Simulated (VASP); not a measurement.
OSZICAR of a VASP run on BaZrO3 (cubic perovskite):

**OSZICAR**
```
       N       E                     dE             d eps       ncg     rms          rms(c)
DAV:   1     0.356361118902E+03    0.35636E+03   -0.24636E+04   960   0.189E+03
DAV:   2    -0.307041838333E+02   -0.38707E+03   -0.38230E+03  1192   0.427E+02
DAV:   3    -0.524244391267E+02   -0.21720E+02   -0.21698E+02  1616   0.990E+01
DAV:   4    -0.528604300459E+02   -0.43599E+00   -0.43588E+00  1280   0.119E+01
DAV:   5    -0.528725206810E+02   -0.12091E-01   -0.12090E-01  1424   0.138E+00    0.360E+01
DAV:   6    -0.457823179801E+02    0.70902E+01   -0.44098E+01  1176   0.451E+01    0.168E+01
DAV:   7    -0.456907115185E+02    0.91606E-01   -0.31899E+00  1376   0.109E+01    0.952E+00
DAV:   8    -0.456408228898E+02    0.49889E-01   -0.25480E-01  1296   0.405E+00    0.665E-01
DAV:   9    -0.456376835769E+02    0.31393E-02   -0.47521E-02  1368   0.124E+00    0.412E-01
DAV:  10    -0.456376480410E+02    0.35536E-04   -0.10647E-02  1328   0.920E-01    0.195E-01
DAV:  11    -0.456374404618E+02    0.20758E-03   -0.15098E-03  1256   0.345E-01    0.286E-02
DAV:  12    -0.456374374620E+02    0.29998E-05   -0.73544E-05  1312   0.631E-02    0.186E-02
DAV:  13    -0.456374374936E+02   -0.31584E-07   -0.29841E-06  1184   0.138E-02
   1 F= -.37110550E+02 E0= -.37110550E+02  d E =-.371106E+02
       N       E                     dE             d eps       ncg     rms          rms(c)
DAV:   1    -0.480336986404E+02   -0.23963E+01   -0.12078E+02  1072   0.980E+01    0.261E+01
DAV:   2    -0.448776149905E+02    0.31561E+01   -0.12228E+01  1008   0.247E+01    0.101E+01
DAV:   3    -0.442742258002E+02    0.60339E+00   -0.21863E+00  1352   0.125E+01    0.160E+00
DAV:   4    -0.442805532831E+02   -0.63275E-02   -0.33770E-01  1408   0.284E+00    0.162E+00
DAV:   5    -0.443030348858E+02   -0.22482E-01   -0.27293E-02  1528   0.100E+00    0.768E-01
DAV:   6    -0.443155984150E+02   -0.12564E-01   -0.27306E-02  1536   0.883E-01    0.123E-01
DAV:   7    -0.443159119114E+02   -0.31350E-03   -0.77143E-04  1192   0.195E-01    0.624E-02
DAV:   8    -0.443159858736E+02   -0.73962E-04   -0.15853E-04  1488   0.884E-02    0.949E-03
DAV:   9    -0.443159852666E+02    0.60701E-06   -0.11932E-05  1216   0.238E-02    0.108E-02
DAV:  10    -0.443159855398E+02   -0.27321E-06   -0.43931E-06  1080   0.180E-02
   2 F= -.36803588E+02 E0= -.36803588E+02  d E =0.306962E+00
       N       E                     dE             d eps       ncg     rms          rms(c)
DAV:   1    -0.469033118609E+02   -0.25873E+01   -0.51733E+01  1096   0.646E+01    0.168E+01
DAV:   2    -0.456983838146E+02    0.12049E+01   -0.61727E+00  1352   0.168E+01    0.705E+00
DAV:   3    -0.453749787500E+02    0.32341E+00   -0.10131E+00  1440   0.809E+00    0.109E+00
DAV:   4    -0.453690226196E+02    0.59561E-02   -0.24965E-01  1480   0.256E+00    0.103E+00
DAV:   5    -0.453776053542E+02   -0.85827E-02   -0.10773E-02  1392   0.634E-01    0.614E-01
DAV:   6    -0.453856229094E+02   -0.80176E-02   -0.16920E-02  1544   0.799E-01    0.964E-02
DAV:   7    -0.453858133058E+02   -0.19040E-03   -0.21717E-03  1256   0.274E-01    0.658E-02
DAV:   8    -0.453858671928E+02   -0.53887E-04   -0.25792E-04  1336   0.110E-01    0.127E-02
DAV:   9    -0.453858713039E+02   -0.41112E-05   -0.12929E-05  1400   0.227E-02    0.643E-03
DAV:  10    -0.453858711993E+02    0.10468E-06   -0.22254E-06   976   0.117E-02
   3 F= -.37202370E+02 E0= -.37202370E+02  d E =-.918202E-01
       N       E                     dE             d eps       ncg     rms          rms(c)
DAV:   1    -0.453773660844E+02    0.85052E-02   -0.86024E-03  1088   0.824E-01    0.209E-01
DAV:   2    -0.453771479100E+02    0.21817E-03   -0.10156E-03  1144   0.218E-01    0.823E-02
DAV:   3    -0.453770994603E+02    0.48450E-04   -0.14283E-04  1448   0.101E-01    0.141E-02
DAV:   4    -0.453770980241E+02    0.14362E-05   -0.35977E-05  1480   0.308E-02    0.134E-02
DAV:   5    -0.453770993994E+02   -0.13753E-05   -0.13112E-06   728   0.775E-03    0.699E-03
DAV:   6    -0.453771004827E+02   -0.10833E-05   -0.36839E-06  1064   0.971E-03    0.124E-03
DAV:   7    -0.453771005078E+02   -0.25176E-07   -0.24898E-07   536   0.329E-03
   4 F= -.37202444E+02 E0= -.37202444E+02  d E =-.918938E-01
```

**Question.** Which electronic solver shows in the log?

**Answer.** It is blocked Davidson (ALGO = Normal, or the opening steps of other solvers). The INCAR had ALGO = Normal.

**Question.** Can the final energy be trusted as converged?

**Answer.** Self-consistency was reached. It stopped with EDIFF = 1E-6, NELM = 100, NSW = 40 and EDIFFG = -0.02 after 4 ionic steps (LDA (Ceperley-Alder, Perdew-Zunger), plane waves, VASP's LDA PAW potentials (set 64)). Energy and stress use the plane-wave basis of the starting cell.

The compound is BaZrO3 in the cubic perovskite structure. This run relaxes it under an external pressure of 20 GPa. Symmetry was kept, so distortions that lower it aren't found.
